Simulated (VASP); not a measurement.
## How PAW data sets and plane-wave cutoff change a VASP run on Bismuth

Aim: find what the PAW data sets and plane-wave cutoff change for Bismuth, and what they cost. The series runs use r2SCAN. The PAW data sets tried: minimal 64: Bi; recommended 64: Bi_d; recommended 54: Bi_d; gw 64: Bi_d_GW. The plane-wave cutoff tried: ENCUT = 150; ENCUT = 180; ENCUT = 220; ENCUT = 240; ENCUT = 280; ENCUT = 320; ENCUT = 390; ENCUT = 490. The atoms of the start are displaced at random from the sites of a R-3m cell.

Program: VASP 6.6.1. Level of theory: r2SCAN; plane waves and PAW (Bi), in the first sound run; inputs show where later runs differ. Results are calculated unless marked as measured.

Most raw output is cut from this account.

The database entry behind the starting cell lists a temperature near 78 K, so it need not match the best structure at ambient conditions.

**1. The structure**

It takes space group P-1 (No. 2, triclinic). The conventional cell has a = 4.535 Å, b = 4.535 Å, c = 4.729 Å, α = 61.35°, β = 61.35°, γ = 60.00°. Nearest to Bi lie 3 Bi at 3.06 to 3.14 Å.

Structure file:

```cif
data_structure
_symmetry_space_group_name_H-M 'P-1'
_symmetry_Int_Tables_number 2
_cell_length_a 4.5350
_cell_length_b 4.5350
_cell_length_c 4.7290
_cell_angle_alpha 61.348
_cell_angle_beta 61.348
_cell_angle_gamma 60.000
_cell_volume 70.14
loop_
_atom_site_label
_atom_site_type_symbol
_atom_site_symmetry_multiplicity
_atom_site_Wyckoff_symbol
_atom_site_fract_x
_atom_site_fract_y
_atom_site_fract_z
_atom_site_occupancy
Bi1 Bi 2 i 0.25817 0.77110 0.70884 1
```

**2. PAW data sets: minimal 64: Bi**

Data sets differ in which electrons are valence and how hard the partial waves are. r2SCAN adds the kinetic-energy density, costs more than a GGA and is run with LASPH.

Input file INCAR:

```
SYSTEM = Bi
PREC = Accurate
ENCUT = 400
EDIFF = 1E-06
NELM = 100
ISMEAR = -1
SIGMA = 0.05
LREAL = .FALSE.
ALGO = Normal
METAGGA = R2SCAN
LASPH = .TRUE.
NBANDS = 11
LORBIT = 11
LWAVE = .FALSE.
LCHARG = .FALSE.
KPAR = 2
ISIF = 2
```

Input file POSCAR:

```
Bi
1.0
    2.2675000000      1.3091417354      3.9380000000
   -2.2675000000      1.3091417354      3.9380000000
    0.0000000000     -2.6182834708      3.9380000000
Bi
2
Direct
    0.2404340000      0.2542450000      0.2220610000
    0.7642200000      0.7705820000      0.7642520000
```

Input file KPOINTS:

```
Automatic mesh
0
Gamma
6 6 6
0 0 0
```

PAW data sets: Bi (PBE family, release 64).

Command:

```sh
mpirun -np 2 vasp_std
```

Elapsed: 78 s, on 2 MPI ranks of AMD EPYC 7R43, shared host; peak memory 0.34 GiB.

The k-mesh is coarse for a metal. The PAW data sets were made with PBE, which is usual practice but a small mismatch for other functionals. The data set Bi keeps the semicore shell frozen, which is cheaper and a little less accurate.

This step gave:

```yaml
electronic_steps: 11
electrons: 10
bands: 11
irreducible_k_points: 112
symmetry_operations: 2
free_energy_toten: -116.9948 eV
energy_at_zero_smearing: -116.9934 eV
fermi_energy: 5.165 eV
pressure: 0.8317 GPa
metallic: yes
```

The series starts at -58.4967 eV an atom and 0.83 GPa, after 11 cycles in 78 s.

**3. PAW data sets: recommended 64: Bi d**

This step: r2SCAN; plane waves and PAW (Bi_d) (VASP 6.6.1).

Changes to INCAR since step 2:

```diff
@@ -11,3 +11,3 @@
 LASPH = .TRUE.
-NBANDS = 11
+NBANDS = 21
 LORBIT = 11
```

POSCAR is that of step 2.

KPOINTS is that of step 2.

The projector-augmented-wave data sets are Bi_d (PBE family, release 64).

Command:

```sh
mpirun -np 2 vasp_std
```

Elapsed: 2.8 min, on 2 MPI ranks; peak memory 0.41 GiB.

With 30 valence electrons the pressure is 0.72 GPa, -0.11 GPa from the first of the series, after 13 cycles in 2.8 min.

**4. PAW data sets: recommended 54: Bi d**

INCAR is that of step 3.

POSCAR is that of step 3.

KPOINTS is that of step 3.

Potentials, in the order of the species: Bi_d (PBE family, release 54).

Command:

```sh
mpirun -np 2 vasp_std
```

The job ended after 2.8 min (2 MPI ranks; peak memory 0.41 GiB).

With 30 valence electrons the pressure is 0.72 GPa, -0.11 GPa from the first of the series, after 13 cycles in 2.8 min.

**5. PAW data sets: GW 64: Bi d GW**

This step: r2SCAN; plane waves and PAW (Bi_d_GW) (VASP 6.6.1).

Changes to INCAR since step 4:

```diff
@@ -11,3 +11,3 @@
 LASPH = .TRUE.
-NBANDS = 21
+NBANDS = 23
 LORBIT = 11
```

POSCAR is that of step 4.

KPOINTS is that of step 4.

Potentials, in the order of the species: Bi_d_GW (PBE family, release 64).

Command:

```sh
mpirun -np 2 vasp_std
```

Run time: 3.5 min. Hardware: 2 MPI ranks; peak memory 0.47 GiB.

With 34 valence electrons the pressure is 0.01 GPa, -0.83 GPa from the first of the series, after 13 cycles in 3.5 min.

**6. The PAW data sets series as a table**

This step: convergence of r2SCAN results with the datasets; plane waves and PAW (VASP 6.6.1).

Derived from the runs above.

Differences are taken from the run with recommended 64: Bi_d. Results of the series, by row:

| setting | status | pressure (GPa) | largest force difference (meV/Å) | SCF cycles | wall time (s) |
| --- | --- | --- | --- | --- | --- |
| minimal 64: Bi, 400 eV | converged | 0.8317 | 25.6 | 11 | 78 |
| recommended 64: Bi_d, 400 eV | converged | 0.7239 | 0 | 13 | 166 |
| recommended 54: Bi_d, 400 eV | converged | 0.7239 | 0 | 13 | 167 |
| gw 64: Bi_d_GW, 400 eV | converged | 0.006121 | 4.847 | 13 | 212 |

**7. Plane-wave cutoff: ENCUT = 150**

This step: r2SCAN; plane waves and PAW (Bi_d) (VASP 6.6.1).

The basis grows with ENCUT, and energy and stress both move with it.

Changes to INCAR since step 5:

```diff
@@ -2,3 +2,3 @@
 PREC = Accurate
-ENCUT = 400
+ENCUT = 150
 EDIFF = 1E-06
@@ -11,3 +11,3 @@
 LASPH = .TRUE.
-NBANDS = 23
+NBANDS = 21
 LORBIT = 11
```

POSCAR is that of step 5.

KPOINTS is that of step 5.

The projector-augmented-wave data sets are Bi_d (PBE family, release 64).

Command:

```sh
mpirun -np 2 vasp_std
```

It took 49 s on 2 MPI ranks; peak memory 0.2 GiB; 97 s of CPU time.

Numbers from this step:

```yaml
electronic_steps: 12
electrons: 30
bands: 21
free_energy_toten: -103.3421 eV
energy_at_zero_smearing: -103.3408 eV
fermi_energy: 6.209 eV
pressure: -303.3 GPa
```

The series starts at -51.6704 eV an atom and -303.34 GPa, after 12 cycles in 49 s.

**8. Plane-wave cutoff: ENCUT = 180**

Changes to INCAR since step 7:

```diff
@@ -2,3 +2,3 @@
 PREC = Accurate
-ENCUT = 150
+ENCUT = 180
 EDIFF = 1E-06
```

POSCAR is that of step 7.

KPOINTS is that of step 7.

Command:

```sh
mpirun -np 2 vasp_std
```

The job ended after 71 s (2 MPI ranks; peak memory 0.23 GiB).

Against the run before the energy moves by -5898.47 meV an atom and the pressure by +230.35 GPa, after 11 cycles in 71 s.

**9. Plane-wave cutoff: ENCUT = 220**

Changes to INCAR since step 8:

```diff
@@ -2,3 +2,3 @@
 PREC = Accurate
-ENCUT = 180
+ENCUT = 220
 EDIFF = 1E-06
```

POSCAR is that of step 8.

KPOINTS is that of step 8.

Command:

```sh
mpirun -np 2 vasp_std
```

Wall time 79 s (2 MPI ranks); peak memory 0.26 GiB.

Against the run before the energy moves by -882.23 meV an atom and the pressure by +66.12 GPa, after 12 cycles in 79 s.

**10. Plane-wave cutoff: ENCUT = 240**

Changes to INCAR since step 9:

```diff
@@ -2,3 +2,3 @@
 PREC = Accurate
-ENCUT = 220
+ENCUT = 240
 EDIFF = 1E-06
```

POSCAR is that of step 9.

KPOINTS is that of step 9.

Command:

```sh
mpirun -np 2 vasp_std
```

Wall time 85 s (2 MPI ranks); peak memory 0.27 GiB; 2.8 min of CPU time.

Against the run before the energy moves by -49.40 meV an atom and the pressure by +6.17 GPa, after 13 cycles in 85 s.

**11. Plane-wave cutoff: ENCUT = 280**

Changes to INCAR since step 10:

```diff
@@ -2,3 +2,3 @@
 PREC = Accurate
-ENCUT = 240
+ENCUT = 280
 EDIFF = 1E-06
```

POSCAR is that of step 10.

KPOINTS is that of step 10.

Command:

```sh
mpirun -np 2 vasp_std
```

Wall time 2.3 min (2 MPI ranks); peak memory 0.31 GiB.

Against the run before the energy moves by -5.55 meV an atom and the pressure by +1.39 GPa, after 13 cycles in 2.3 min.

**12. Plane-wave cutoff: ENCUT = 320**

Changes to INCAR since step 11:

```diff
@@ -2,3 +2,3 @@
 PREC = Accurate
-ENCUT = 280
+ENCUT = 320
 EDIFF = 1E-06
```

POSCAR is that of step 11.

KPOINTS is that of step 11.

Command:

```sh
mpirun -np 2 vasp_std
```

Run time: 2.3 min. Hardware: 2 MPI ranks; peak memory 0.33 GiB.

Against the run before the energy moves by +4.64 meV an atom and the pressure by -0.45 GPa, after 13 cycles in 2.3 min.

**13. Plane-wave cutoff: ENCUT = 390**

Changes to INCAR since step 12:

```diff
@@ -2,3 +2,3 @@
 PREC = Accurate
-ENCUT = 320
+ENCUT = 390
 EDIFF = 1E-06
```

POSCAR is that of step 12.

KPOINTS is that of step 12.

Command:

```sh
mpirun -np 2 vasp_std
```

The job ended after 2.7 min (2 MPI ranks; peak memory 0.37 GiB).

Against the run before the energy moves by +2.37 meV an atom and the pressure by +0.43 GPa, after 13 cycles in 2.7 min.

**14. Plane-wave cutoff: ENCUT = 490**

Changes to INCAR since step 13:

```diff
@@ -2,3 +2,3 @@
 PREC = Accurate
-ENCUT = 390
+ENCUT = 490
 EDIFF = 1E-06
```

POSCAR is that of step 13.

KPOINTS is that of step 13.

Command:

```sh
mpirun -np 2 vasp_std
```

The job ended after 4.8 min (2 MPI ranks; peak memory 0.51 GiB; 9.6 min of CPU time).

Against the run before the energy moves by -0.25 meV an atom and the pressure by +0.11 GPa, after 13 cycles in 4.8 min.

**15. The plane-wave cutoff series as a table**

This step: convergence of r2SCAN results with the cutoff; plane waves and PAW (VASP 6.6.1).

No new run; the numbers come from the runs before.

Differences are taken from the run with ENCUT = 490. Results of the series, by row:

| setting | status | energy less the reference (meV/atom) | pressure (GPa) | largest force difference (meV/Å) | SCF cycles | wall time (s) |
| --- | --- | --- | --- | --- | --- | --- |
| ENCUT = 150 | converged | 6829 | -303.3 | 754.5 | 12 | 49 |
| ENCUT = 180 | converged | 930.4 | -72.99 | 17.91 | 11 | 71 |
| ENCUT = 220 | converged | 48.19 | -6.875 | 2.516 | 12 | 79 |
| ENCUT = 240 | converged | -1.205 | -0.7052 | 3.139 | 13 | 85 |
| ENCUT = 280 | converged | -6.76 | 0.689 | 4.01 | 13 | 136 |
| ENCUT = 320 | converged | -2.119 | 0.2358 | 2.66 | 13 | 136 |
| ENCUT = 390 | converged | 0.2487 | 0.6619 | 0.515 | 13 | 164 |
| ENCUT = 490 | converged | 0 | 0.7673 | 0 | 13 | 288 |

**16. Results**

* spread of the pressure over the PAW data sets: 0.826 GPa
* plane-wave cutoff from which the energy stays within 10 meV/atom of the reference: ENCUT = 240
* plane-wave cutoff from which the energy stays within 1 meV/atom of the reference: ENCUT = 390
* plane-wave cutoff from which the pressure stays within 0.2 GPa of the reference: ENCUT = 390
* spread of the pressure over the plane-wave cutoff: 304 GPa
* spread of the energy over the plane-wave cutoff: 6836 meV/atom

The choice of data set moves the pressure between 0.01 GPa (gw 64: Bi_d_GW) and 0.83 GPa (minimal 64: Bi); all ran at 400 eV. From ENCUT = 390 on, the energy stays within 1 meV an atom of the reference, at 57 % of its time. The pressure holds within 0.2 GPa from ENCUT = 390 on. These cutoffs are 0.6 to 2 times the default of the data sets, about 240 eV; at the default the run is off by -1.2 meV an atom, -1.47 GPa, 3.1 meV/Å in forces, and at 1.3 times by -2.1 meV an atom, -0.53 GPa, 2.7 meV/Å in forces. Energy differences between like cells converge faster than these totals. Differences are taken from the run with ENCUT = 490, which is itself not the exact limit. Data sets differ in their zero of energy, so energies are not compared. The runs at ENCUT = 150; ENCUT = 180; ENCUT = 220 are over 30 meV an atom or 2 GPa off and describe the material poorly.

[Lines on the potential files, build, host, timing and source positions are cut from VASP's logs without a mark.]

[Logs are printed without paths, hosts, clocks, repeated set-up lines and the standing remarks that a program may print on its own settings, such as how far it seeks lower states.]

[Hosts, paths, dates, database ids (printed as entryN), source tags and the programs' standing remarks are cut or masked in the printed files.]

[A measured line is paired with the nearest computed mode of its activity, which favours agreement.]
